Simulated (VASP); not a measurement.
A VASP calculation is set up with these files.

INCAR:
```
SYSTEM = GaP
PREC = Accurate
ENCUT = 500
EDIFF = 1E-6
NELM = 100
ALGO = Normal
LREAL = .FALSE.
LASPH = .TRUE.
ISMEAR = 0
SIGMA = 0.05
GGA = PS
LMAXMIX = 4
LWAVE = .FALSE.
LCHARG = .FALSE.
IBRION = 2
ISIF = 3
NSW = 40
EDIFFG = -0.02
PSTRESS = 100
```

POSCAR:
```
GaP
1
    0.0000000000     2.6717104978     2.6717104978
    2.6717104978     0.0000000000     2.6717104978
    2.6717104978     2.6717104978     0.0000000000
Ga P
1 1
Direct
  0.0000000000   0.0000000000   0.0000000000
  0.2500000000   0.2500000000   0.2500000000
```

**KPOINTS**
```
Regular mesh
0
G
 9 9 9
```

POTCAR, in this order: Ga_d P (PBE.64 set). Program: vasp_std.

### Question
Translate this PBEsol calculation to Ansatz.

### Answer
One equivalent input (not run):
Ansatz 0.2 input:
```yaml
crystal:
  lattice:
    - [0.0000000, 2.6717105, 2.6717105]
    - [2.6717105, 0.0000000, 2.6717105]
    - [2.6717105, 2.6717105, 0.0000000]
  atoms:
    - { symbol: Ga, position: [0.0000000, 0.0000000, 0.0000000] }
    - { symbol: P, position: [0.2500000, 0.2500000, 0.2500000] }
kpoints:
  mp_grid: { grid: [9, 9, 9] }
hamiltonian:
  xc: pbesol
  pseudopotentials: { kind: paw }
scf:
  occupations: { method: gaussian, width: 0.05 }
  max_iter: 100
relax:
  max_steps: 40
  f_tol: 0.02
  cell: { p_target: 10 }
output: { forces: true, stress: true, eigenvalues: true }
```
What does not carry over: each code has its own PAW files, so the cut-off isn't converted (ENCUT is set for VASP's; basis.ecutwfc is left out, and Ansatz then takes the one that its files recommend); Ansatz stops its SCF on the density residual and VASP on the energy change (EDIFF).

The compound is GaP in the zinc blende structure. This run relaxes it under an external pressure of 10 GPa. Symmetry was kept, so distortions that lower it aren't found.
